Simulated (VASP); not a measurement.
Ir (fcc) relaxed at rising pressure, in one space group throughout; other phases were not tried. The pressures are those reached. All values below come from LDA (Ceperley-Alder, Perdew-Zunger), VASP's LDA PAW potentials (set 64) (plane waves; VASP).

| P (GPa) | V (Å³/atom) | k-mesh |
|---|---|---|
| -0.01 | 13.933 | 16×16×16 |
| 4.87 | 13.770 | 16×16×16 |
| 9.86 | 13.615 | 16×16×16 |
| 20.04 | 13.320 | 17×17×17 |
| 29.91 | 13.071 | 17×17×17 |

A change of mesh leaves a small step in the series.

Question: Fit an equation of state and predict the volume at 45.04 GPa.

Answer: Least squares on the third-order Birch-Murnaghan form, P = (3B0/2)(y⁷ − y⁵)[1 + (3/4)(B′ − 4)(y² − 1)] with y = (V0/V)^(1/3), gives V0 = 13.934 Å³/atom, B0 = 400 GPa and B′ = 4.9, and so 12.730 Å³/atom. The run gave 12.737 Å³/atom, +0.1 % from the fit.

Pressures at which the relaxation failed are left out.

The compound is Ir in the fcc structure.
